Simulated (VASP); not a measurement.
```
N
1.0
    4.09441     0.00000     0.00000
    0.00000     4.09441     0.00000
    0.00000     0.00000     5.36670
N
4
Cartesian
  3.70153   3.70153   0.00000
  0.39288   0.39288   0.00000
  2.44009   1.65432   2.68335
  1.65432   2.44009   2.68335
```

Method: PBEsol GGA, VASP's PBE PAW potentials (set 64) (plane waves; VASP). Numerical set-up: 520 eV cut-off, Gaussian smearing of 0.050 eV, potentials N.

Without a dispersion term in the relaxation, distances and binding between the weakly bound layers, chains or molecules are unreliable, and so is what depends on them.

Problem. What does the run give for the band gap (along the path) with the smallest direct gap where there is one?

Solution. 
```
Item                                   Result
------------------------------------  -------
band gap (along the path)             6.79 eV
smallest direct gap (along the path)  6.99 eV
```

The absolute energy has meaning only against runs of the same code, potentials and settings.

The structure comes from a computed database's N entry (P4_2/mnm); how it stands against other phases isn't given here. It was relaxed first.
